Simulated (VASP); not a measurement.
Method: PBE GGA, VASP's PBE PAW potentials (set 64) (plane waves; VASP).

VASP input:

POSCAR:
```
Ti
1.0
  2.9463660000   0.0000000000   0.0000000000
  0.0000000000   9.4799500000   0.0000000000
  0.0000000000   0.0000000000  14.2396000000
Ti
8
Direct
  0.7500000000   0.0000000000   0.4106790000
  0.7500000000   0.5000000000   0.4106790000
  0.2500000000   0.2500000000   0.4702240000
  0.2500000000   0.7500000000   0.3511330000
  0.2500000000   0.0000000000   0.5893140000
  0.2500000000   0.5000000000   0.5893140000
  0.7500000000   0.2500000000   0.6488670000
  0.7500000000   0.7500000000   0.5297690000
```

KPOINTS:
```
Automatic mesh
0
Gamma
7 3 1
0 0 0
```

### INCAR
```
GGA = PE   # PBE
EDIFF = 1E-10   # SCF stop (eV)
LWAVE = F
ENCUT = 300   # plane-wave cut-off (eV)
LREAL = F   # projection in real space or not
SIGMA = 0.05   # width (eV)
ISMEAR = 1
ISIF = 2   # forces and stress, cell fixed
LASPH = T
SYSTEM = Ti
NELM = 100   # most electronic steps
LCHARG = F
LMAXMIX = 4
PREC = Accurate
ALGO = Normal
```

POTCAR, in this order: Ti_sv (PBE.64 set). Program: vasp_std.

At this cut-off the stress carries a Pulay error, which pulls relaxed volumes low. The cell holds a wide vacuum, so values per volume refer to the whole cell.

### Question
Estimate the energy per atom (σ→0), largest force, band gap (on the k-mesh).

### Answer

The energy per atom (σ→0) comes out as -6869 meV/atom and the band gap (on the k-mesh) is none (metal, semimetal or under 0.01 eV). The largest force comes out as 0.931 eV/Å.

### OSZICAR
```
...
DAV:  36    -0.549512437187E+02   -0.38344E-08   -0.30582E-11   672   0.237E-05    0.313E-06
DAV:  37    -0.549512437221E+02   -0.33942E-08   -0.23087E-11   648   0.191E-05    0.219E-06
DAV:  38    -0.549512437238E+02   -0.17480E-08    0.11987E-11   648   0.175E-05    0.110E-06
DAV:  39    -0.549512437252E+02   -0.14243E-08   -0.32788E-11   648   0.133E-05    0.812E-07
DAV:  40    -0.549512437254E+02   -0.16189E-09    0.23340E-11   648   0.122E-05    0.829E-07
DAV:  41    -0.549512437257E+02   -0.34925E-09    0.36541E-11   648   0.877E-06    0.562E-07
DAV:  42    -0.549512437258E+02   -0.16371E-10    0.37480E-12   648   0.813E-06
   1 F= -.54951244E+02 E0= -.54950999E+02  d E =-.734667E-03
```

The cell is a sheet with vacuum, built from a generated structure.
